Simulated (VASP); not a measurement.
# CrBr2: magnetic orders, part 3 of 3

Aim: compare collinear orders of CrBr2. The start is a computed cell from the Materials Project.

VASP 6.6.1, plane waves and PAW; the level of theory is named at each step.

So far, largest spin moment in the PAW sphere (μB): step 2 (magnetic order, 3 atoms, start order ferro) 3.8; step 3 (magnetic order, 6 atoms, start order antiferro q=(1/2,1/2,0)) 3.79.

## 4. Magnetic order, 6 atoms, start order antiferro q=(0,1/2,0) (continued)

Level of this step: PBEsol, DFT+U (Cr d 3.5 eV), spin-polarised, from moments of both signs; plane waves and PAW (Cr_pv, Br) (VASP).

Spin moment in the PAW sphere by atom:

| atom | spin moment in the PAW sphere (μB) |
| --- | --- |
| Cr1 | 3.78 |
| Cr2 | -3.78 |
| Br3 | -0.01 |
| Br4 | 0.01 |
| Br5 | 0.01 |
| Br6 | -0.01 |

The largest moment at the end is 3.78 μB, and the moments of the cell sum to 0.00 μB.

## 5. Spin-orbit coupling, axis [-0.1117, 0.0, 0.9937]

This step: PBEsol, DFT+U (Cr d 3.5 eV), spin-orbit coupling, spin-polarised from an antiferromagnetic start; plane waves and PAW (Cr_pv, Br) (VASP 6.6.1).

SAXIS turns the moments; symmetry is off, so that every direction uses the same k-points.

Contents of INCAR:

```
SYSTEM = CrBr2
PREC = Accurate
ENCUT = 350
EDIFF = 1E-07
NELM = 150
ISMEAR = -1
SIGMA = 0.05
LREAL = .FALSE.
ALGO = Normal
GGA = PS
LNONCOLLINEAR = .TRUE.
MAGMOM = 0 0 3.794 0 0 -3.794 0 0 0.062 0 0 -0.062 0 0 0.062 0 0 -0.062
NBANDS = 64
GGA_COMPAT = .FALSE.
LASPH = .TRUE.
LSORBIT = .TRUE.
LORBMOM = .TRUE.
ISYM = -1
LDAU = .TRUE.
LDAUTYPE = 2
LDAUL = 2 -1
LDAUU = 3.5 0
LDAUJ = 0 0
LDAUPRINT = 1
LMAXMIX = 4
LORBIT = 11
LWAVE = .FALSE.
LCHARG = .FALSE.
KPAR = 4
AMIX = 0.2
BMIX = 1E-04
AMIX_MAG = 0.8
BMIX_MAG = 1E-04
SAXIS = -0.1117 0 0.9937
ISIF = 0
```

Contents of POSCAR:

```
CrBr2
1.0
    7.4893380000     -3.6621100000      0.0000000000
    7.4893380000      0.0000000000      0.0000000000
   -0.7268470000      0.0000000000      6.4659460000
Cr Br
2 4
Direct
    0.0000000000      0.0000000000      0.0000000000
    0.5000000000      0.0000000000      0.0000000000
    0.0000000000      0.6457740000      0.2332280000
    0.5000000000      0.6457740000      0.2332280000
    0.0000000000      0.3542260000      0.7667720000
    0.5000000000      0.3542260000      0.7667720000
```

Contents of KPOINTS:

```
Automatic mesh
0
Gamma
4 8 4
0 0 0
```

PAW data sets: Cr_pv and Br (PBE family, release 64).

Started as:

```
$ mpirun -np 4 vasp_ncl
```

The program printed:

```text
[... set-up lines as in an earlier step ...]
 entering main loop
       N       E                     dE             d eps       ncg     rms          rms(c)
DAV:   1     0.419797978697E+03    0.41980E+03   -0.21203E+04 19976   0.109E+03
DAV:   2     0.203381494185E+02   -0.39946E+03   -0.38507E+03 19992   0.319E+02
DAV:   3    -0.247716655069E+02   -0.45110E+02   -0.44587E+02 20480   0.105E+02
DAV:   4    -0.261549957080E+02   -0.13833E+01   -0.13788E+01 19520   0.186E+01
[...]
DAV:  22    -0.285787474173E+02    0.68933E-06   -0.10044E-04 17992   0.599E-02    0.113E-02
DAV:  23    -0.285787456780E+02    0.17393E-05   -0.73407E-05 16512   0.516E-02    0.898E-03
DAV:  24    -0.285787449156E+02    0.76247E-06   -0.67887E-05 16440   0.501E-02    0.759E-03
 hard stop encountered!  aborting job ...
 -----------------------------------------------------------------------------
|                                                                             |
|           W    W    AA    RRRRR   N    N  II  N    N   GGGG   !!!           |
|           W    W   A  A   R    R  NN   N  II  NN   N  G    G  !!!           |
|           W    W  A    A  R    R  N N  N  II  N N  N  G       !!!           |
|           W WW W  AAAAAA  RRRRR   N  N N  II  N  N N  G  GGG   !            |
|           WW  WW  A    A  R   R   N   NN  II  N   NN  G    G                |
|           W    W  A    A  R    R  N    N  II  N    N   GGGG   !!!           |
|                                                                             |
|     The electronic self-consistency was not achieved in the given           |
|     number of steps (NELM). The forces and other quantities evaluated       |
|     might not be reliable so examine the results carefully. If you find     |
|     spurious results, we suggest increasing NELM, if you were close to      |
|     convergence or switching to a different ALGO or adjusting the           |
|     density mixing parameters otherwise.                                    |
|                                                                             |
 -----------------------------------------------------------------------------

 soft stop encountered!  aborting job ...
   1 F= -.28578745E+02 E0= -.28578745E+02  d E =-.954596E-10  mag=    -0.0001     0.0003     0.0000
 deleting file STOPCAR
```

Run time: 26 min. Hardware: 4 MPI ranks of AMD EPYC 7R43, shared host; peak memory 5.9 GiB.

The run was stopped at its time limit, and its numbers are not used.

## 6. Spin-orbit coupling, axis [-0.9937, 0.0, -0.1117]

Edit INCAR of step 5 so:

```diff
@@ -33,3 +33,3 @@
 BMIX_MAG = 1E-04
-SAXIS = -0.1117 0 0.9937
+SAXIS = -0.9937 0 -0.1117
 ISIF = 0
```

POSCAR is that of step 5.

KPOINTS is that of step 5.

Started as:

```
$ mpirun -np 4 vasp_ncl
```

The program printed:

```text
[... set-up lines as in an earlier step ...]
 entering main loop
       N       E                     dE             d eps       ncg     rms          rms(c)
DAV:   1     0.419481290772E+03    0.41948E+03   -0.21206E+04 20024   0.109E+03
DAV:   2     0.203377879016E+02   -0.39914E+03   -0.38499E+03 20048   0.319E+02
DAV:   3    -0.247673212712E+02   -0.45105E+02   -0.44572E+02 20480   0.105E+02
DAV:   4    -0.261545270222E+02   -0.13872E+01   -0.13825E+01 19528   0.186E+01
[...]
DAV:   9    -0.285574440959E+02   -0.36576E-01   -0.72921E-02 21392   0.243E+00    0.187E+00
DAV:  10    -0.285795573914E+02   -0.22113E-01   -0.35357E-02 19928   0.144E+00    0.860E-01
DAV:  11    -0.285789929550E+02    0.56444E-03   -0.14862E-02 19424   0.689E-01    0.637E-01
 hard stop encountered!  aborting job ...
 [... a notice as in an earlier step ...]

 soft stop encountered!  aborting job ...
   1 F= -.28578993E+02 E0= -.28578993E+02  d E =-.131962E-09  mag=    -0.0000     0.0004     0.0000
 deleting file STOPCAR
```

Elapsed: 12 min, on 4 MPI ranks; peak memory 5.8 GiB.

The run was stopped at its time limit, and its numbers are not used.

## 7. Summary

This step: collinear magnetic orders, PBEsol, DFT+U (Cr d 3.5 eV); plane waves and PAW (VASP 6.6.1).

Derived from the runs above.

This step gave:

```
mean moment in the lowest run : 3.794 μB
```

Orders, by row:

| order | signs | energy above the lowest (meV/magnetic atom) | total moment (μB) | mean moment on carriers (μB) | gap on the mesh (eV) | signs at the end, of the atoms given a moment |
| --- | --- | --- | --- | --- | --- | --- |
| ferro | + | 5.1 | 4 | 3.8 | 1.867 | + |
| antiferro q=(1/2,1/2,0) | +- | 0 | 0 | 3.794 | 2.319 | +- |
| antiferro q=(0,1/2,0) | +- | 2.9 | 0 | 3.783 | 2.169 | +- |

## 8. Outcome

```
lowest order                  : antiferro q=(1/2,1/2,0)
mean moment in the lowest run : 3.79 μB
```

In words: The lowest run started as antiferro q=(1/2,1/2,0) and holds 3.79 μB on average over the atoms that were given a moment; the next state, from antiferro q=(0,1/2,0), lies 2.9 meV a magnetic atom higher. It ends with the signs +- and a net moment of 0.00 μB a cell: opposed moments that cancel. Only these collinear orders were tried, and their comparison leaves spin-orbit coupling out.

[Lines on the potential files, build, host, timing and source positions are cut from VASP's logs without a mark.]

[Logs are printed without paths, hosts, clocks, repeated set-up lines and the standing remarks that a program may print on its own settings, such as how far it seeks lower states.]

[Hosts, paths, dates, database ids (printed as entryN), source tags and the programs' standing remarks are cut or masked in the printed files.]

[Runs that stopped without an error message from VASP are left out.]
